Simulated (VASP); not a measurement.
```
CELL_PARAMETERS angstrom
      0.00000     3.10672     3.10672
      3.10672     0.00000     3.10672
      3.10672     3.10672     0.00000
ATOMIC_POSITIONS crystal
  Li 0.25000 0.25000 0.25000
  Li 0.75000 0.75000 0.75000
  Li 0.50000 0.50000 0.50000
  Au 0.00000 0.00000 0.00000
```

Calculation: PBEsol GGA, VASP's PBE PAW potentials (set 64) (plane waves; VASP). Numerical set-up: 400 eV cut-off, 12×12×12 Γ-centred mesh, Fermi-Dirac smearing of 0.050 eV, potentials Li_sv Au.

Question: Give the energies of bands 4 to 13 at the high-symmetry points, in eV from the Fermi level.

Answer: 
| band | Γ | X | U | L | W |
|---|---|---|---|---|---|
| 4 | -6.02 | -5.00 | -4.82 | -5.09 | -4.61 |
| 5 | -4.61 | -4.58 | -4.45 | -4.57 | -4.41 |
| 6 | -4.61 | -4.09 | -4.23 | -4.57 | -4.38 |
| 7 | -4.61 | -4.09 | -4.20 | -4.09 | -4.38 |
| 8 | -4.21 | -4.05 | -4.16 | -4.09 | -4.09 |
| 9 | -4.21 | -3.20 | -3.54 | -3.67 | -3.45 |
| 10 | 4.03 | -1.35 | -0.90 | -2.07 | -0.64 |
| 11 | 4.03 | -0.03 | -0.65 | 3.01 | -0.64 |
| 12 | 4.03 | -0.03 | 0.71 | 3.01 | 0.07 |
| 13 | 5.96 | 4.12 | 4.92 | 4.58 | 5.79 |

It has no gap at this level: it comes out as a metal or semimetal.

The structure comes from a computed database's Li3Au entry; how it stands against other phases isn't given here. The cell was not relaxed at this level.
